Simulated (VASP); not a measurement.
Mg2ZnTeS2: phonons with PBE

The system is Mg2ZnTeS2.

```
CELL_PARAMETERS angstrom
6.16063 -3.60609 0.00000
6.16063 3.60609 0.00000
0.00000 0.00000 6.80170
ATOMIC_POSITIONS crystal
Mg 0.02896 0.33316 0.01834
Mg 0.66684 0.97104 0.01834
Mg 0.33316 0.02896 0.51834
Mg 0.97104 0.66684 0.51834
Zn 0.30742 0.69258 0.97717
Zn 0.69258 0.30742 0.47717
Te 0.66233 0.33767 0.86712
Te 0.33767 0.66233 0.36712
S 0.33126 0.00126 0.88206
S 0.99874 0.66874 0.88206
S 0.00126 0.33126 0.38206
S 0.66874 0.99874 0.38206
```

The cell was built by a generator and needn't be a form met in nature.

- Program: VASP 6.6.1
- Task: phonons
- Functional: PBE
- Potentials or basis: VASP PAW PBE potentials, release 64 (Mg, Zn, Te, S)
- Cutoff: 520 eV
- k mesh: 4 × 4 × 4
- Occupations: gaussian, width 0.03 eV
- Spin: no spin polarisation
- By perturbation theory: no
- Further INCAR settings: ALGO = Normal; EDIFF = 1e-08; IBRION = 6; POTIM = 0.015; NSW = 1

```yaml
Highest_phonon_frequency_at_Γ_LO-TO_splitting_left_out: 325 cm⁻¹
```

Phonon frequencies in cm⁻¹ (negative: imaginary):
```csv
q point,frequencies
"(0.000, 0.000, 0.000)",-1 0 0 55 57 78 95 95 99 106 131 133 143 147 158 163 163 186 199 217 237 243 244 248 265 265 276 279 312 316 318 318 319 319 321 325
```

Run time: 24 min on 8 MPI ranks on AMD EPYC 9R45 (Zen 5) (shared host), peak memory 0.87 GiB a rank.

The run has no spin-orbit coupling, so splittings on Te are missing.
